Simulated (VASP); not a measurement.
```
CELL_PARAMETERS angstrom
     -2.30040     2.30040     5.61379
      2.30040    -2.30040     5.61379
      2.30040     2.30040    -5.61379
ATOMIC_POSITIONS crystal
  Hg 0.88454 0.88454 0.00000
  Hg 0.11546 0.11546 0.00000
  Br 0.65510 0.65510 0.00000
  Br 0.34490 0.34490 0.00000
```

These are PBEsol GGA, VASP's PBE PAW potentials (set 64) (plane waves; VASP) values and carry that method's errors. Numerical set-up: 400 eV cut-off, 8×8×8 Γ-centred mesh, tetrahedra with Blöchl corrections, potentials Hg Br.

Without a dispersion term in the relaxation, distances and binding between the weakly bound layers, chains or molecules are unreliable, and so is what depends on them.

**Question.** Predict the energy per atom (σ→0).

**Answer.** 
| Quantity | Value |
|---|---|
| energy per atom (σ→0) | -1.597 eV/atom |

The structure comes from a computed database's HgBr entry (I4/mmm); how it stands against other phases isn't given here. It was relaxed first, which changed the volume by -6 %.
